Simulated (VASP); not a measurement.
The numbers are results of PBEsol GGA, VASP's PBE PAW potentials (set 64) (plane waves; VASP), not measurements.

The input files of a VASP run:

File KPOINTS:
```
Automatic mesh
0
gamma
  14 14 14
```

**INCAR**
```
SYSTEM = RuSi
PREC = Accurate
ENCUT = 400
EDIFF = 1E-7
NELM = 100
ALGO = Normal
LREAL = .FALSE.
LASPH = .TRUE.
ISMEAR = -5
GGA = PS
LMAXMIX = 4
LWAVE = .FALSE.
LCHARG = .TRUE.
LORBIT = 11
NEDOS = 601
ISIF = 2
```

POSCAR:
```
RuSi
1
    2.9082854372     0.0000000000     0.0000000000
    0.0000000000     2.9082854372    -0.0000000000
    0.0000000000     0.0000000000     2.9082854372
Ru Si
1 1
Direct
  0.0000000000   0.0000000000   0.0000000000
  0.5000000000   0.5000000000   0.5000000000
```

POTCAR, in this order: Ru_pv Si (PBE.64 set). Program: vasp_std.

Problem. What will the output report for the number of irreducible k-points (NKPTS), number of bands (NBANDS), largest plane-wave count, number of space-group operations, FFT grid (NGX, NGY, NGZ)?

Solution. 
```json
{
  "number of irreducible k-points (NKPTS)": "120",
  "number of bands (NBANDS)": "13",
  "largest_plane_wave_count": "466",
  "number_of_space_group_operations": "48",
  "FFT grid (NGX, NGY, NGZ)": "20 × 20 × 20"
}
```

The structure was generated: RuSi was put into the CsCl type type (Pm-3m), which need not be its known phase. It was relaxed first, which changed the volume by -34 %.
